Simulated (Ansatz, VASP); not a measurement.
# One calculation of MgGeSe2, two programs

```
Mg Ge Se
1.0
     5.29303    0.00000    0.00000
     0.00000    5.29303    0.00000
     0.00000    0.00000    3.10906
Mg Ge Se
1 1 2
Direct
  0.50000 0.50000 0.50000
  0.00000 0.00000 0.00000
  0.50000 0.00000 0.00000
  0.00000 0.50000 0.00000
```

Alike in both runs: functional PBE; k mesh 4 × 4 × 6; occupations gaussian, width 0.1 eV; no spin polarisation.

Ansatz relaxed the structure, and its values are those at the end. VASP's run is a single point on that final structure, the one shown.

```csv
,VASP,Ansatz
version,VASP 6.6.1,Ansatz 0.2.0
potentials or method,"VASP PAW PBE potentials, release 64 (Mg, Ge_d, Se)","scalar-relativistic, plane waves, PAW"
plane-wave cutoff (eV),520,420
valence electrons in the cell,28,56
```

```tsv
	VASP	Ansatz	Ansatz less VASP
gap on the k mesh at the Fermi level (eV)	none	none	-
pressure (GPa)	0.0	0.0	+0.04
```

A gap of «none» marks a metal or a gap that the smearing closes. The two sets of potentials don't hold the same shells in valence.
